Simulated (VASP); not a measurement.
Wanted: the native input for a VASP 6.6.1 run.

```
Task                   : atomic charges
Functional             : PBE
Dispersion             : TS
Potentials or basis    : VASP PAW PBE potentials, release 64 (Ba_sv, V_sv, Tl_d, O)
Cutoff                 : 520 eV
k mesh                 : 4 × 4 × 4
Occupations            : fermi-dirac, width 0.05 eV
Spin                   : collinear spin, ferromagnetic start
Starting moments       : [0.0, 0.0, 2.0, 2.0, 2.0, 0.0, 0.0, 0.0, 0.0, 0.0, 0.0, 0.0, 0.0, 0.0, 0.0, 0.0, 0.0, 0.0, 0.0, 0.0, 0.0, 0.0] μB
Further INCAR settings : ALGO = Fast; EDIFF = 1e-07
```

The structure of Ba2Tl5V3O12 lies in POSCAR:

```
Ba2Tl5V3O12
1.0
    4.2369800000      2.4462200000      6.1284000000
   -4.2369800000      2.4462200000      6.1284000000
    0.0000000000     -4.8924400000      6.1284000000
Ba V Tl O
2 3 5 12
Direct
    0.5000000000      0.5000000000      0.5000000000
    0.0000000000      0.0000000000      0.0000000000
    0.5000000000      0.5000000000      0.0000000000
    0.0000000000      0.5000000000      0.5000000000
    0.5000000000      0.0000000000      0.5000000000
    0.0000000000      0.0000000000      0.5000000000
    0.5000000000      0.0000000000      0.0000000000
    0.0000000000      0.5000000000      0.0000000000
    0.7404500000      0.7404500000      0.7404500000
    0.2595500000      0.2595500000      0.2595500000
    0.7165200000      0.0808900000      0.4124200000
    0.4124200000      0.7165200000      0.0808900000
    0.0808900000      0.4124200000      0.7165200000
    0.5875700000      0.9191100000      0.2834800000
    0.9191100000      0.2834800000      0.5875700000
    0.2834800000      0.5875700000      0.9191100000
    0.2834800000      0.9191100000      0.5875700000
    0.5875700000      0.2834800000      0.9191100000
    0.9191100000      0.5875700000      0.2834800000
    0.4124200000      0.0808900000      0.7165200000
    0.0808900000      0.7165200000      0.4124200000
    0.7165200000      0.4124200000      0.0808900000
```

The cell was built by a generator and needn't be a form met in nature.

One way to write it, as run:

INCAR

```
PREC = Accurate
ENCUT = 520
EDIFF = 1E-7
ISMEAR = -1
SIGMA = 0.05
LREAL = False
LASPH = True
NELM = 120
ALGO = Fast
ISIF = 2
LWAVE = False
LCHARG = False
ISPIN = 2
MAGMOM = 0 0 2 2 2 0 0 0 0 0 0 0 0 0 0 0 0 0 0 0 0 0
LORBIT = 10
LMAXMIX = 4
GGA = PE
IVDW = 2
KPAR = 4
```

KPOINTS

```
regular mesh
0
Gamma
  4 4 4
```

Potentials or basis: VASP PAW PBE potentials, release 64 (Ba_sv, V_sv, Tl_d, O).

Command:

```sh
$ cat potpaw_PBE.64/Ba_sv/POTCAR potpaw_PBE.64/V_sv/POTCAR potpaw_PBE.64/Tl_d/POTCAR potpaw_PBE.64/O/POTCAR > POTCAR
$ mpirun -np 4 vasp_std > vasp.out
```

It gave:

The pressure is -1.6 GPa and the largest force is 0.062 eV/Å. The band gap on the k mesh is none (metal or under the smearing width) and the net moment is 1.10 μB per cell. The site moments are Ba +0.00, -0.00; V +0.34; Tl -0.00, +0.03; O -0.01 μB. The valence electrons inside the program's atomic spheres are Ba 7.74; V 11.71; Tl 11.14, 11.29; O 4.94. The hirshfeld charges are Ba +0.41, +0.39; V +0.52; Tl +0.42, +0.22; O -0.34 e and the dispersion energy per atom is -0.344 eV.

Caveat: atom-pairwise D2, TS and ULG terms overbind metals; semilocal functionals often make such compounds metallic where correlation or magnetic order opens a gap, which also shifts bond lengths; pairwise dispersion overbinds metals, which lowers pressure and volume.

Run time: 14 min on 4 MPI ranks on Intel(R) Xeon(R) 6975P-C (Granite Rapids) (shared host), peak memory 1.3 GiB a rank.
